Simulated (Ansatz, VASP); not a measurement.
# SiC (Moissanite) in two plane-wave programs, part 2 of 2

One calculation is typed for both programs; each brings its own data sets. How far apart do they land? The cell is taken from a series of runs on this material, whose earlier steps may have relaxed, scaled, displaced or heated it; both programs get it as it stands.

VASP 6.6.1 and Ansatz 0.2.0.

So far: Set-up; Ansatz: relaxation of cell and atoms, BLYP with D3(BJ).

### 3. VASP: relaxation of cell and atoms, BLYP with D3(BJ)

Level of this step: BLYP with D3(BJ); plane waves and PAW (Si, C) (VASP).

The same cell, functional (in two slightly different forms), mesh and smearing now go to VASP, with its own data sets.

Lines of VASP's logs that name or quote its potential files are left out, and so is its time.

INCAR

```
SYSTEM = SiC
PREC = Accurate
ENCUT = 600
EDIFF = 1E-07
NELM = 120
ISMEAR = 0
SIGMA = 0.02
LREAL = .FALSE.
ALGO = Normal
GGA = B5
ALDAX = 1
AGGAX = 1
AGGAC = 1
ALDAC = 0
IVDW = 12
VDW_S6 = 1
VDW_S8 = 2.6996
VDW_A1 = 0.4298
VDW_A2 = 4.2359
NBANDS = 36
LORBIT = 11
LWAVE = .FALSE.
LCHARG = .FALSE.
ISIF = 3
IBRION = 2
NSW = 80
EDIFFG = -0.005
LASPH = .TRUE.
GGA_COMPAT = .FALSE.
NELMIN = 4
EFERMI = MIDGAP
KPAR = 2
```

POSCAR

```
SiC
1.0
    3.0810000000      0.0000000000      0.0000000000
   -1.5405000000      2.6682240000      0.0000000000
    0.0000000000      0.0000000000     15.1248000000
Si C
6 6
Direct
    0.0000000000      0.0000000000      0.0000000000
    0.0000000000      0.0000000000      0.5000000000
    0.3333333333      0.6666666667      0.1664000185
    0.6666666667      0.3333333333      0.6664000185
    0.6666666667      0.3333333333      0.3329000053
    0.3333333333      0.6666666667      0.8329000053
    0.3333333333      0.6666666667      0.0412000159
    0.6666666667      0.3333333333      0.5412000159
    0.6666666667      0.3333333333      0.2079999736
    0.3333333333      0.6666666667      0.7079999736
    0.0000000000      0.0000000000      0.3745999947
    0.0000000000      0.0000000000      0.8745999947
```

KPOINTS

```
Automatic mesh
0
Gamma
9 9 2
0 0 0
```

PAW data sets: Si and C (PBE family, release 64).

Started as:

```
> mpirun -np 2 vasp_std
```

Numbers of over 12 decimals in the logs are rounded to 6 here.

Log:

```text
[banner, memory and clock lines left out]
running    2 mpi-ranks, on    1 nodes
 distrk:  each k-point on    1 cores,    2 groups
 distr:  one band on    1 cores,    1 groups

 POSCAR found type information on POSCAR SiC
 POSCAR found :  2 types and      12 ions
|                                                                             |
|               ----> ADVICE to this user running VASP <----                  |
|                                                                             |
|     You enforced a specific xc type in the INCAR file but a different       |
|     [... a line on the potential file left out ...]
|     I HOPE YOU KNOW WHAT YOU ARE DOING!                                     |
|                                                                             |

 LDA part: xc-table for (Slater(with rela. corr.)+VWN5), standard interpolation
 POSCAR, INCAR and KPOINTS ok, starting setup
 FFT: planning ... GRIDC
 FFT: planning ... GRID_SOFT
 FFT: planning ... GRID
 WAVECAR not read
 entering main loop
       N       E                     dE             d eps       ncg     rms          rms(c)
DAV:   1     0.151547643681E+03    0.15155E+03   -0.23769E+04  1728   0.134E+03
DAV:   2    -0.812715238730E+02   -0.23282E+03   -0.21836E+03  2240   0.225E+02
DAV:   3    -0.947106419861E+02   -0.13439E+02   -0.13342E+02  2244   0.508E+01
DAV:   4    -0.949298312811E+02   -0.21919E+00   -0.21866E+00  2216   0.739E+00
DAV:   5    -0.949348952632E+02   -0.50640E-02   -0.50591E-02  2196   0.108E+00    0.212E+01
DAV:   6    -0.820472009592E+02    0.12888E+02   -0.40640E+01  2140   0.238E+01    0.844E+00
DAV:   7    -0.819194927533E+02    0.12771E+00   -0.37237E+00  2336   0.744E+00    0.416E+00
DAV:   8    -0.818862487888E+02    0.33244E-01   -0.20198E-01  2052   0.192E+00    0.139E+00
DAV:   9    -0.818835491057E+02    0.26997E-02   -0.39210E-02  2176   0.944E-01    0.296E-01
DAV:  10    -0.818839506774E+02   -0.40157E-03   -0.38078E-03  2148   0.253E-01    0.100E-01
DAV:  11    -0.818841927893E+02   -0.24211E-03   -0.30607E-04  2016   0.109E-01    0.546E-02
DAV:  12    -0.818841897394E+02    0.30499E-05   -0.12967E-05  2268   0.174E-02    0.245E-02
DAV:  13    -0.818841900240E+02   -0.28451E-06   -0.80708E-06  2088   0.113E-02    0.302E-03
DAV:  14    -0.818841898726E+02    0.15140E-06   -0.63497E-07  2208   0.455E-03    0.477E-03
DAV:  15    -0.818841901037E+02   -0.23110E-06   -0.13809E-07  1304   0.189E-03    0.196E-03
DAV:  16    -0.818841903930E+02   -0.28935E-06   -0.11192E-07  1248   0.142E-03    0.828E-04
DAV:  17    -0.818841903652E+02    0.27757E-07   -0.14825E-08  1224   0.700E-04
   1 F= -.89609922E+02 E0= -.89609922E+02  d E =-.896099E+02
[...]
2 F= -.89609851E+02 E0= -.89609851E+02  d E =0.718067E-04
[...]
3 F= -.89619509E+02 E0= -.89619509E+02  d E =-.958606E-02
[...]
4 F= -.89619649E+02 E0= -.89619649E+02  d E =-.140437E-03
[...]
5 F= -.89619653E+02 E0= -.89619653E+02  d E =-.144508E-03
[...]
6 F= -.89619668E+02 E0= -.89619668E+02  d E =-.145601E-04
 trial-energy change:   -0.000015  1 .order   -0.000015   -0.000059    0.000029
 step:   0.5812(harm=  0.5871)  dis= 0.00048  next Energy=   -89.619672 (dE=-0.194E-04)
 bond charge predicted
       N       E                     dE             d eps       ncg     rms          rms(c)
DAV:   1    -0.818185144822E+02    0.67372E-03   -0.55212E-04  1792   0.125E-01    0.740E-03
DAV:   2    -0.818185139847E+02    0.49749E-06   -0.87431E-06  2288   0.154E-02    0.370E-03
DAV:   3    -0.818185138132E+02    0.17148E-06   -0.94111E-07  2320   0.565E-03    0.179E-03
DAV:   4    -0.818185138307E+02   -0.17506E-07   -0.34028E-07  1448   0.265E-03
   7 F= -.89619672E+02 E0= -.89619672E+02  d E =-.193447E-04
 curvature:  -0.35 expect dE=-0.433E-07 dE for cont linesearch -0.997E-09
 trial: gam=-0.00445 g(F)=  0.786E-07 g(S)=  0.462E-07 ort = 0.478E-06 (trialstep = 0.816E+00)
 search vector abs. value=  0.122E-06
 reached required accuracy - stopping structural energy minimisation
```

Parts of OUTCAR (step 3):

```text
ion  position               nearest neighbor table
   1  0.000  0.000  0.000-   7 1.88   7 1.88   7 1.88  12 1.90   3 3.08   3 3.08   3 3.08   6 3.09
                             6 3.09   6 3.09
   2  0.000  0.000  0.500-   8 1.88   8 1.88   8 1.88  11 1.90   4 3.08   4 3.08   4 3.08   5 3.09
                             5 3.09   5 3.09
   3  0.333  0.667  0.166-   9 1.89   9 1.89   9 1.89   7 1.89   1 3.08   1 3.08   1 3.08   5 3.08
                             5 3.08   5 3.08
   4  0.667  0.333  0.666-  10 1.89  10 1.89  10 1.89   8 1.89   2 3.08   2 3.08   2 3.08   6 3.08
                             6 3.08   6 3.08
   5  0.667  0.333  0.333-  11 1.89  11 1.89  11 1.89   9 1.89   3 3.08   3 3.08   3 3.08   2 3.09
                             2 3.09   2 3.09
   6  0.333  0.667  0.833-  12 1.89  12 1.89  12 1.89  10 1.89   4 3.08   4 3.08   4 3.08   1 3.09
                             1 3.09   1 3.09
   7  0.333  0.667  0.041-   1 1.88   1 1.88   1 1.88   3 1.89
   8  0.667  0.333  0.541-   2 1.88   2 1.88   2 1.88   4 1.89
   9  0.667  0.333  0.208-   3 1.89   3 1.89   3 1.89   5 1.89
  10  0.333  0.667  0.708-   4 1.89   4 1.89   4 1.89   6 1.89
  11  0.000  0.000  0.375-   5 1.89   5 1.89   5 1.89   2 1.90
  12  0.000  0.000  0.875-   6 1.89   6 1.89   6 1.89   1 1.90

  LATTYP: Found a hexagonal cell.
 ALAT       =     3.0810000000
 C/A-ratio  =     4.9090555015

 Subroutine GETGRP returns: Found 12 space group operations
 (whereof  6 operations were pure point group operations)

The static configuration has the point symmetry C_3v.
 The point group associated with its full space group is C_6v.

 Found     24 irreducible k-points:

   k-points           NKPTS =     24   k-points in BZ     NKDIM =     24   number of bands    NBANDS=     36

   dimension x,y,z NGX =    28 NGY =   28 NGZ =  126
   dimension x,y,z NGXF=    56 NGYF=   56 NGZF=  252

   ENCUT  =  600.0 eV  44.10 Ry    6.64 a.u.   6.15  6.15 30.21*2*pi/ulx,y,z

   NELECT =      48.0000    total number of electrons

 k-points in reciprocal lattice and weights: Automatic mesh
   0.00000000  0.00000000  0.00000000       0.006
   0.11111111  0.00000000  0.00000000       0.037
   0.22222222 -0.00000000  0.00000000       0.037
   0.33333333 -0.00000000  0.00000000       0.037
   0.44444444 -0.00000000  0.00000000       0.037
   0.11111111  0.11111111  0.00000000       0.037
   0.22222222  0.11111111  0.00000000       0.074
   0.33333333  0.11111111  0.00000000       0.074
   0.44444444  0.11111111  0.00000000       0.037
[...]
0.33333333  0.22222222  0.50000000       0.074
   0.33333333  0.33333333  0.50000000       0.012

 Edisp (eV)   -7.80048

 average (electrostatic) potential at core
       1 -80.2013       2 -80.2013       3 -80.1541       4 -80.1541       5 -80.1386
       6 -80.1386       7 -44.0846       8 -44.0846       9 -44.0259      10 -44.0259
      11 -44.0077      12 -44.0077

 E-fermi :   9.8691

 k-point     1 :       0.0000    0.0000    0.0000
  band No.  band energies     occupation
    ...
     20       8.3607      2.00000
     21       8.3607      2.00000
     22       8.6188      2.00000
     23       8.6591      2.00000
     24       8.6591      2.00000
     25      14.0569      0.00000
     26      14.2317      0.00000
     27      14.6306      0.00000
     28      15.1491      0.00000
     29      15.2379      0.00000
    ...

 k-point     2 :       0.1111    0.0000    0.0000
  band No.  band energies     occupation
    ...
     20       7.9359      2.00000
     21       8.1102      2.00000
     22       8.1658      2.00000
     23       8.4847      2.00000
     24       8.5629      2.00000
     25      14.2723      0.00000
     26      14.5344      0.00000
     27      14.6684      0.00000
     28      15.2192      0.00000
     29      15.3505      0.00000
    ...

 k-point     3 :       0.2222   -0.0000    0.0000
  band No.  band energies     occupation
    ...
     20       7.0866      2.00000
     21       7.6541      2.00000
     22       7.6872      2.00000
     23       8.0898      2.00000
     24       8.2298      2.00000
     25      12.9360      0.00000
     26      13.2355      0.00000
     27      13.5473      0.00000
     28      14.2188      0.00000
     29      14.8575      0.00000
    ...

 Edisp (eV)   -7.80116

  Total       0.00187     0.00187    -0.00211     0.00000    -0.00000    -0.00000
  in kB       0.02437     0.02437    -0.02749     0.00000    -0.00000    -0.00000
  external pressure =        0.01 kB  Pullay stress =        0.00 kB

  energy-cutoff  :      600.00
  volume of cell :      123.14
      direct lattice vectors                 reciprocal lattice vectors
     3.071197684  0.000000000  0.000000000     0.325605872  0.187988657 -0.000000000
    -1.535598842  2.659734948 -0.000000000    -0.000000000  0.375977313  0.000000000
     0.000000000  0.000000000 15.074342454    -0.000000000  0.000000000  0.066337885

 POSITION                                       TOTAL-FORCE (eV/Angst)
 -----------------------------------------------------------------------------------
      0.00000      0.00000     15.07036         0.000000     -0.000000      0.000114
      0.00000      0.00000      7.53319        -0.000000      0.000000      0.000114
     -0.00000      1.77316      2.50972         0.000000     -0.000000      0.000670
      1.53560      0.88658     10.04689        -0.000000     -0.000000      0.000670
      1.53560      0.88658      5.01901        -0.000000     -0.000000      0.000137
     -0.00000      1.77316     12.55618         0.000000      0.000000      0.000137
     -0.00000      1.77316      0.62635        -0.000000     -0.000000     -0.000213
      1.53560      0.88658      8.16353         0.000000      0.000000     -0.000213
      1.53560      0.88658      3.13538        -0.000000     -0.000000     -0.000491
     -0.00000      1.77316     10.67255        -0.000000      0.000000     -0.000491
     -0.00000      0.00000      5.64351         0.000000      0.000000     -0.000216
      0.00000      0.00000     13.18069        -0.000000     -0.000000     -0.000216
 -----------------------------------------------------------------------------------
    total drift:                                0.000000      0.000000      0.000263

  FREE ENERGIE OF THE ION-ELECTRON SYSTEM (eV)
  ---------------------------------------------------
  free  energy   TOTEN  =       -89.6196723888 eV

  energy  without entropy=      -89.6196723888  energy(sigma->0) =      -89.61967239

 reached required accuracy - stopping structural energy minimisation

 total charge
# of ion       s       p       d       tot
------------------------------------------
    1        0.707   0.977   0.000   1.683
    2        0.707   0.977   0.000   1.683
    3        0.707   0.979   0.000   1.685
    4        0.707   0.979   0.000   1.685
    5        0.707   0.975   0.000   1.682
    6        0.707   0.975   0.000   1.682
    7        0.837   1.747   0.000   2.584
    8        0.837   1.747   0.000   2.584
    9        0.837   1.748   0.000   2.586
   10        0.837   1.748   0.000   2.586
   11        0.837   1.749   0.000   2.586
   12        0.837   1.749   0.000   2.586
--------------------------------------------------
tot          9.265  16.349   0.000  25.614

[... 3 further parts left out ...]
```

CONTCAR:

```
SiC
   1.00000000000000
     3.0711976835924144    0.0000000000000000    0.0000000000000000
    -1.5355988417962072    2.6597349475430154   -0.0000000000000000
     0.0000000000000000    0.0000000000000000   15.0743424536397157
  Si              C
     6     6
Direct
     0.0000000000000000    0.0000000000000000    0.9997357092806034
     0.0000000000000000    0.0000000000000000    0.4997357092806036
     0.3333333332999970    0.6666666667000030    0.1664896522429526
     0.6666666667000030    0.3333333332999970    0.6664896522429525
     0.6666666667000030    0.3333333332999970    0.3329504088926208
     0.3333333332999970    0.6666666667000030    0.8329504088926207
     0.3333333332999970    0.6666666667000030    0.0415510621252122
     0.6666666667000030    0.3333333332999970    0.5415510621252122
     0.6666666667000030    0.3333333332999970    0.2079943675294612
     0.3333333332999970    0.6666666667000030    0.7079943675294611
     0.0000000000000000    0.0000000000000000    0.3743788079291511
     0.0000000000000000    0.0000000000000000    0.8743788079291510
```

### 4. Comparison

Known differences besides the potentials themselves: the cutoff is 420 eV in Ansatz and 600 eV in VASP; Ansatz makes its cores anew for this functional, VASP keeps those of its PBE data sets; VASP's log shows a relativistic correction to its local exchange, Ansatz's none; Ansatz adds a Pulay correction to the stress that steers its cell, VASP none. Total energies have different zeros and are not compared.

Compared:

```csv
quantity,Ansatz,VASP,difference
volume (Å³),122.87,123.14,-0.22 %
"edge a after relaxation, in the typed setting (Å)",3.069,3.071,-0.07 %
"edge c after relaxation, in the typed setting (Å)",15.063,15.074,-0.08 %
```

### 5. What came out

| Property | Result |
| --- | --- |
| difference in volume (relaxation of cell and atoms, BLYP with D3(BJ)) | -0.22 % |

**Reading.** The difference in volume is -0.22 % (relaxation of cell and atoms, BLYP with D3(BJ)), within the 1.2 % picked in this series as the mark of a large difference, as far as the stopping tolerances let one tell. How closely two codes agree says nothing of how well the functional describes the real material.

[Lines on the potential files, build, host, timing and source positions are cut from VASP's logs without a mark.]

[Logs are printed without paths, hosts, clocks, repeated set-up lines and the standing remarks that a program may print on its own settings, such as how far it seeks lower states.]

[Hosts, paths, dates, database ids (printed as entryN), source tags and the programs' standing remarks are cut or masked in the printed files.]
